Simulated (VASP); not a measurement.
**AlN: band structure with PBE**

Crystal: AlN.

```xyz
2
Lattice="0.0000 2.2006 2.2006 2.2006 0.0000 2.2006 2.2006 2.2006 0.0000" Properties=species:S:1:pos:R:3 pbc="T T T"
Al    0.0000    0.0000    0.0000
N     3.3010    3.3010    3.3010
```

Measurements of this composition are mostly on another form, of space group No. 186.

```json
{
  "Program": "VASP 6.6.1",
  "Task": "band structure",
  "Functional": "PBE",
  "Potentials or basis": "VASP PAW PBE potentials, release 64 (Al, N)",
  "Cutoff": "520 eV",
  "k mesh": "4 × 4 × 4",
  "Occupations": "gaussian, width 0.02 eV",
  "Spin": "no spin polarisation",
  "Further INCAR settings": "ALGO = Normal; EDIFF = 1e-07"
}
```

The band gap on the k mesh is 3.28 eV, indirect (least direct gap 3.98 eV) and the band gap along the path is 3.28 eV, indirect (least direct gap 3.98 eV).

Levels at the corners of the path, in eV from the valence-band top:
| point | band 2 | band 3 | band 4 | band 5 | band 6 | band 7 |
| --- | --- | --- | --- | --- | --- | --- |
| Γ | 0.00 | 0.00 | 0.00 | 3.98 | 12.31 | 12.31 |
| X | -4.85 | -1.76 | -1.76 | 3.28 | 8.45 | 13.65 |
| X | -4.85 | -1.76 | -1.76 | 3.28 | 8.45 | 13.65 |
| W | -3.77 | -3.37 | -2.66 | 5.98 | 11.28 | 11.73 |
| W | -3.77 | -3.37 | -2.66 | 5.98 | 11.28 | 11.73 |
| K | -4.22 | -3.58 | -1.36 | 5.10 | 9.92 | 12.78 |
| K | -4.22 | -3.58 | -1.36 | 5.10 | 9.92 | 12.78 |
| Γ | 0.00 | 0.00 | 0.00 | 3.98 | 12.31 | 12.31 |
| Γ | 0.00 | 0.00 | 0.00 | 3.98 | 12.31 | 12.31 |
| L | -5.77 | -0.48 | -0.48 | 7.15 | 9.70 | 10.98 |
| L | -5.77 | -0.48 | -0.48 | 7.15 | 9.70 | 10.98 |
| U | -4.22 | -3.58 | -1.36 | 5.10 | 9.92 | 12.78 |
| U | -4.22 | -3.58 | -1.36 | 5.10 | 9.92 | 12.78 |
| W | -3.77 | -3.37 | -2.66 | 5.98 | 11.28 | 11.73 |
| W | -3.77 | -3.37 | -2.66 | 5.98 | 11.28 | 11.73 |
| L | -5.77 | -0.48 | -0.48 | 7.15 | 9.70 | 10.98 |
| L | -5.77 | -0.48 | -0.48 | 7.15 | 9.70 | 10.98 |
| K | -4.22 | -3.58 | -1.36 | 5.10 | 9.92 | 12.78 |
| U | -4.22 | -3.58 | -1.36 | 5.10 | 9.92 | 12.78 |
| X | -4.85 | -1.76 | -1.76 | 3.28 | 8.45 | 13.65 |

Run time: 12 s on 1 thread of Intel(R) Xeon(R) Platinum 8259CL CPU @ 2.50GHz (Skylake/Cascade Lake), with other jobs on the host, peak memory 0.15 GiB.

Caveat: the k mesh is coarse (spacing up to 0.62 Å⁻¹), so the values aren't converged; the log is that of the step along the path at fixed density, whose energy, stress, charges and moments have no meaning. PBE gaps usually lie below the measured ones, often by a third to a half.
